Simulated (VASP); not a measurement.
Input:

```yaml
crystal:
  lattice:
    - [0.00000, 3.09458, 3.09458]
    - [3.09458, 0.00000, 3.09458]
    - [3.09458, 3.09458, 0.00000]
  atoms:
    - { symbol: Te, position: [0.50000, 0.50000, 0.50000] }
    - { symbol: Pb, position: [0.00000, 0.00000, 0.00000] }
```

Level of theory: r2SCAN meta-GGA, VASP's PBE PAW potentials (set 64) (plane waves; VASP 6.6.1). Run with 480 eV cut-off, 6×6×6 Γ-centred mesh, Gaussian smearing of 0.050 eV, potentials Te Pb_d.

Unless said otherwise, spin-orbit coupling is left out, though it shifts the bands of the heavy elements here.

Problem. Predict the energy per atom (σ→0), pressure, band gap (on the k-mesh) with the smallest direct gap where there is one.

Solution. 
| Quantity | Result |
|---|---|
| band gap (on the k-mesh) | 0.67 eV |
| smallest direct gap (on the k-mesh) | 0.67 eV |
| energy per atom (σ→0) | -41211 meV/atom |
| pressure | 100.2 kbar |

The absolute energy has meaning only against runs of the same code, potentials and settings.

The compound is PbTe in the rock salt structure. It was relaxed first under an external pressure of 10 GPa.
